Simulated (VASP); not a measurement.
Consider the following.

```
CELL_PARAMETERS angstrom
      1.92021    -3.32590     0.00000
      1.92021     3.32590     0.00000
      0.00000     0.00000     6.01291
ATOMIC_POSITIONS crystal
  Sn 0.00000 0.00000 0.00000
  Se 0.33333 0.66667 0.26489
  Se 0.66667 0.33333 0.73511
```

Method: PBE GGA with D4 dispersion, VASP's PBE PAW potentials (set 64) (plane waves; VASP). Settings: 520 eV cut-off, 8×8×4 Γ-centred mesh, tetrahedra with Blöchl corrections, potentials Sn_d Se.

### Question
The job: SnSe2 (1T layered), 3 atoms, PBE-D4, static run, 520 eV, 8×8×4 Γ-centred mesh. Roughly how much core time does it take on a busy server core?

### Answer
About 70 core-seconds (one run on a shared machine, a rough figure). It had 35 irreducible k-points, 17 bands, up to 2098 plane waves and 14 electronic steps.

The compound is SnSe2 in the 1T layered structure. It was relaxed first.
